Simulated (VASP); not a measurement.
A convergence study with VASP on GdN (rock salt): one setting is varied, all else stays as given below, so the limit is that of these other settings. Each run relaxes cell and ions from the cell shown.

```xyz
2
Lattice="0.0000 2.4900 2.4900 2.4900 0.0000 2.4900 2.4900 2.4900 0.0000" Properties=species:S:1:pos:R:3 pbc="T T T"
Gd     0.0000     0.0000     0.0000
N      2.4900     2.4900     2.4900
```

Level of theory: PBE GGA, VASP's PBE PAW potentials (set 64) (plane waves; VASP 6.6.1). The tightest run used: 700 eV cut-off, 7×7×7 Γ-centred mesh, Gaussian smearing of 0.050 eV, potentials Gd_3 N.

The 4f electrons are frozen in the core of the lanthanide potential, so 4f levels, which can set the real gap, and their magnetism are missing.

```csv
setting,relaxed volume (Å³/atom),E (eV/atom),irreducible k-points
2×2×2 mesh,15.518,-7.5781,3
3×3×3 mesh,15.651,-7.9682,4
4×4×4 mesh,15.465,-8.0515,8
```

These are the cheaper rows. Estimate the results at 7×7×7 mesh, and how far the last row shown lies from them.

```
quantity                  tightest run  last row shown is off by
------------------------  ------------  ------------------------
relaxed volume (Å³/atom)        15.448                     0.017
E (eV/atom)                    -8.0818                    0.0303
```

Left out are rungs that failed or repeat a setting and relaxations that didn't move; long series are thinned to 24 rows.

The compound is GdN in the rock salt structure.
